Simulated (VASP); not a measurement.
OSZICAR of a VASP run on WC (wc):

**OSZICAR**
```
       N       E                     dE             d eps       ncg     rms          rms(c)
DAV:   1     0.121088694416E+03    0.12109E+03   -0.10851E+04  4922   0.177E+03
DAV:   2    -0.223901404726E+02   -0.14348E+03   -0.13967E+03  5554   0.418E+02
DAV:   3    -0.265229134031E+02   -0.41328E+01   -0.41017E+01  5925   0.644E+01
DAV:   4    -0.265586171812E+02   -0.35704E-01   -0.35680E-01  5389   0.638E+00
DAV:   5    -0.265588832179E+02   -0.26604E-03   -0.26601E-03  5729   0.560E-01    0.402E+01
DAV:   6    -0.237547084852E+02    0.28042E+01   -0.79580E+00  5469   0.305E+01    0.125E+01
DAV:   7    -0.236987417590E+02    0.55967E-01   -0.28456E-01  5134   0.510E+00    0.757E+00
DAV:   8    -0.236693486772E+02    0.29393E-01   -0.42458E-02  5529   0.180E+00    0.915E-01
DAV:   9    -0.236685910626E+02    0.75761E-03   -0.28789E-03  5214   0.382E-01    0.123E-01
DAV:  10    -0.236685249759E+02    0.66087E-04   -0.17896E-04  5399   0.188E-01    0.546E-02
DAV:  11    -0.236685239173E+02    0.10586E-05   -0.11534E-05  5664   0.342E-02    0.679E-03
DAV:  12    -0.236685233016E+02    0.61569E-06   -0.18978E-06  3277   0.142E-02
   1 F= -.18376639E+02 E0= -.18376666E+02  d E =-.183766E+02
       N       E                     dE             d eps       ncg     rms          rms(c)
DAV:   1    -0.236665109890E+02    0.20129E-02   -0.11856E-01  4959   0.422E+00    0.310E-01
DAV:   2    -0.236639568915E+02    0.25541E-02   -0.48359E-03  5204   0.713E-01    0.163E-01
DAV:   3    -0.236630551080E+02    0.90178E-03   -0.23557E-03  5244   0.467E-01    0.757E-02
DAV:   4    -0.236630564947E+02   -0.13866E-05   -0.59135E-05  5114   0.833E-02    0.450E-02
DAV:   5    -0.236630556305E+02    0.86414E-06   -0.42427E-06  5654   0.231E-02
   2 F= -.18376365E+02 E0= -.18376377E+02  d E =0.274539E-03
       N       E                     dE             d eps       ncg     rms          rms(c)
DAV:   1    -0.236681415798E+02   -0.50851E-02   -0.46766E-02  4964   0.265E+00    0.195E-01
DAV:   2    -0.236671390562E+02    0.10025E-02   -0.19069E-03  5204   0.449E-01    0.102E-01
DAV:   3    -0.236667853430E+02    0.35371E-03   -0.93438E-04  5244   0.294E-01    0.473E-02
DAV:   4    -0.236667853944E+02   -0.51417E-07   -0.23761E-05  5119   0.529E-02    0.281E-02
DAV:   5    -0.236667843531E+02    0.10413E-05   -0.16642E-06  3896   0.147E-02    0.195E-03
DAV:   6    -0.236667842758E+02    0.77263E-07   -0.28608E-07  2477   0.619E-03
   3 F= -.18376827E+02 E0= -.18376848E+02  d E =-.187734E-03
```

Which electronic solver shows in the log?

It is blocked Davidson (ALGO = Normal, or the opening steps of other solvers). The INCAR had ALGO = Normal.

Can the final energy be trusted as converged?

The calculation finished and met its thresholds. It stopped with EDIFF = 1E-6, NELM = 100, NSW = 40 and EDIFFG = -0.02 after 3 ionic steps (PBEsol GGA, plane waves, VASP's PBE PAW potentials (set 64)).

The compound is WC in the wc structure. This run relaxes it under an external pressure of 45 GPa. Symmetry was kept, so distortions that lower it aren't found.
